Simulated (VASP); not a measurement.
Computed with PBEsol GGA, VASP's PBE PAW potentials (set 64) (plane waves; VASP).

Input for VASP

File KPOINTS:
```
Automatic mesh
0
Gamma
18 18 9
0 0 0
```

**INCAR**
```
SYSTEM = Zn
PREC = Accurate; ENCUT = 520; LREAL = .FALSE.
LASPH = .TRUE.
EDIFF = 1E-7; NELM = 100; ALGO = Normal
LMAXMIX = 4
ISMEAR = -5
GGA = PS
ISIF = 2
LWAVE = .FALSE.; LCHARG = .TRUE.; LORBIT = 11
NEDOS = 601
```

**POSCAR**
```
Zn
1
    1.3227103235    -2.2910019021     0.0000000000
    1.3227103235     2.2910019021     0.0000000000
    0.0000000000     0.0000000000     4.6487014617
Zn
2
Direct
  0.3333330000   0.6666670000   0.2500000000
  0.6666670000   0.3333330000   0.7500000000
```

POTCAR, in this order: Zn (PBE.64 set). Program: vasp_std.

Task: Predict the energy per atom (σ→0), band gap (on the k-mesh).

Result: 
```yaml
energy per atom (σ→0): -1.582 eV/atom
band gap (on the k-mesh): none (metal, semimetal or under 0.01 eV)
```

### OSZICAR
```
...
DAV:   7    -0.317243578753E+01    0.15426E-01   -0.50358E-02  7496   0.432E+00    0.180E+00
DAV:   8    -0.316494930608E+01    0.74865E-02   -0.20312E-03  8360   0.752E-01    0.542E-02
DAV:   9    -0.316490806982E+01    0.41236E-04   -0.24982E-04  8304   0.257E-01    0.302E-02
DAV:  10    -0.316491056282E+01   -0.24930E-05   -0.21200E-05  6536   0.462E-02    0.311E-03
DAV:  11    -0.316491025950E+01    0.30332E-06   -0.63620E-07  7400   0.142E-02    0.205E-03
DAV:  12    -0.316490985204E+01    0.40746E-06   -0.25118E-08  3792   0.353E-03    0.530E-04
DAV:  13    -0.316490986277E+01   -0.10727E-07   -0.82353E-09  3496   0.129E-03
   1 F= -.31649099E+01 E0= -.31649099E+01  d E =0.000000E+00
```

The compound is Zn in the hcp structure. It was relaxed first, which changed the volume by -7 %.
